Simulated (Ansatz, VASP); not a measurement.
# One calculation of CsBa3, two programs

INCAR

```
SYSTEM = CsBa3
PREC = Accurate
ENCUT = 520
EDIFF = 1E-7
ISMEAR = -1
SIGMA = 0.05
LREAL = .FALSE.
LASPH = .TRUE.
NELM = 60
ALGO = Normal
ISIF = 2
LWAVE = .FALSE.
LCHARG = .FALSE.
GGA = PE
NBANDS = 28
```

KPOINTS

```
Automatic mesh
0
G
  4 4 4
  0 0 0
```

Contents of POSCAR:

```
CsBa3
1.0
    6.5151118014      0.0000000000      0.0000000000
    0.0000000000      6.5151118014      0.0000000000
    0.0000000000      0.0000000000      6.5151118014
Ba Cs
3 1
Direct
    0.5000000000      0.5000000000      0.0000000000
    0.5000000000      0.0000000000      0.5000000000
    0.0000000000      0.5000000000      0.5000000000
    0.0000000000      0.0000000000      0.0000000000
```

Contents of input.yaml:

```yaml
crystal:
  lattice:
    - [6.5151118014, 0.0, 0.0]
    - [0.0, 6.5151118014, 0.0]
    - [0.0, 0.0, 6.5151118014]
  atoms:
    - { symbol: Ba, position: [0.5, 0.5, 0.0] }
    - { symbol: Ba, position: [0.5, 0.0, 0.5] }
    - { symbol: Ba, position: [0.0, 0.5, 0.5] }
    - { symbol: Cs, position: [0.0, 0.0, 0.0] }
hamiltonian:
  xc: pbe
  pseudopotentials: { kind: paw }
kpoints:
  mp_grid: { grid: [4, 4, 4] }
scf:
  occupations: { method: fermi_dirac, width: 0.05 }
output:
  forces: true
  stress: true
  eigenvalues: true
  write_density: true
  write_potential: true
  elf: true
  volumetric_format: npy
```

Change from the starting cell: volume scaled by 0.96.

Alike in both runs: task single point; functional PBE; k mesh 4 × 4 × 4; occupations fermi-dirac, width 0.05 eV; no spin polarisation.

|  | VASP | Ansatz |
| --- | --- | --- |
| version | VASP 6.6.1 | Ansatz 0.2.0 |
| potentials or method | VASP PAW PBE potentials, release 64 (Ba_sv, Cs_sv) | Ansatz PAW |
| plane-wave cutoff (eV) | 520 | 420 |
| valence electrons in the cell | 39 | 39 |

```csv
,VASP,Ansatz,Ansatz less VASP
gap on the k mesh at the Fermi level (eV),none,none,-
pressure (GPa),0.2,0.2,-0.02
```

A gap of «none» marks a metal or a gap that the smearing closes.

The runs have no spin-orbit coupling, so splittings on Ba, Cs are missing.
